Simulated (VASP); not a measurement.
Consider the following.

```
CELL_PARAMETERS angstrom
      4.77959     0.00000     0.00000
      0.00000     5.75626     0.00000
      0.00000     0.00000     3.58090
ATOMIC_POSITIONS crystal
  Fe 0.00000 0.00000 0.00000
  Fe 0.50000 0.50000 0.50000
  Se 0.21326 0.36977 0.00000
  Se 0.78674 0.63023 0.00000
  Se 0.71326 0.13023 0.50000
  Se 0.28674 0.86977 0.50000
```

Level of theory: LDA (Ceperley-Alder, Perdew-Zunger), VASP's LDA PAW potentials (set 64) (plane waves; VASP 6.6.1). Run with 300 eV cut-off, 4×3×5 Γ-centred mesh, Fermi-Dirac smearing of 0.010 eV, potentials Fe Se.

At this cut-off the stress carries a Pulay error, which pulls relaxed volumes low.

Question: What does the run give for the energy per atom (σ→0), pressure, largest force?

Answer: 
The energy per atom (σ→0) is -6.370 eV/atom and the pressure comes out as -7.33 GPa. The largest force comes out as 0.441 eV/Å.

The structure comes from a computed database's FeSe2 entry (Pnnm); how it stands against other phases isn't given here. The cell was not relaxed at this level. The run is not spin-polarised, so no magnetic state was tried.
